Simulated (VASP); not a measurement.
An input for Quantum ESPRESSO's pw.x (written as the equivalent of a VASP run, and not itself run):

```
&CONTROL
  calculation = 'scf'
  pseudo_dir = './pseudo'
  outdir = './out'
  tprnfor = .true.
  tstress = .true.
/
&SYSTEM
  ibrav = 0
  nat = 2
  ntyp = 2
  ecutwfc = 82.3
  occupations = 'smearing'
  smearing = 'gaussian'
  degauss = 0.003675
  input_dft = 'vdw-df-ob86'
/
&ELECTRONS
  conv_thr = 7.3e-09
  electron_maxstep = 100
/
ATOMIC_SPECIES
  Sr 87.620 Sr.upf
  Te 127.600 Te.upf
CELL_PARAMETERS angstrom
     0.0000000    3.2585343    3.2585343
     3.2585343    0.0000000    3.2585343
     3.2585343    3.2585343    0.0000000
ATOMIC_POSITIONS crystal
  Sr   0.0000000  1.0000000  0.0000000
  Te   0.5000000  0.5000000  0.5000000
K_POINTS automatic
  7 7 7 0 0 0
```

Q: Translate this input to VASP (INCAR, KPOINTS, POSCAR, choice of POTCAR).

A: This is not unique; one that fits is 
### INCAR
```
AGGAC = 0.0
ALGO = Normal
EDIFF = 1E-7
ENCUT = 520
GGA = MK
ISIF = 2
ISMEAR = 0
LASPH = .TRUE.
LCHARG = .FALSE.
LMAXMIX = 4
LREAL = .FALSE.
LUSE_VDW = .TRUE.
LWAVE = .FALSE.
NELM = 100
PARAM1 = 0.1234
PARAM2 = 1.0
PREC = Accurate
SIGMA = 0.05
SYSTEM = SrTe
```

**POSCAR**
```
SrTe
1.0
  0.0000000000   3.2585343366   3.2585343366
  3.2585343366   0.0000000000   3.2585343366
  3.2585343366   3.2585343366   0.0000000000
Sr Te
1 1
Direct
  0.0000000000   1.0000000000   0.0000000000
  0.5000000000   0.5000000000   0.5000000000
```

File KPOINTS:
```
Automatic mesh
0
Gamma
7 7 7
0 0 0
```

POTCAR, in this order: Sr_sv Te (PBE.64 set). Program: vasp_std.

What does not carry over: the potentials are each code's own (VASP's PAW set, PseudoDojo norm-conserving files in pw.x), so ENCUT and ecutwfc are chosen apart and not converted; conv_thr bounds pw.x's estimated SCF error, while EDIFF bounds the energy change between steps.

The compound is SrTe in the rock salt structure. This cell is one point of a volume scan, at 0.94 of the reference volume.
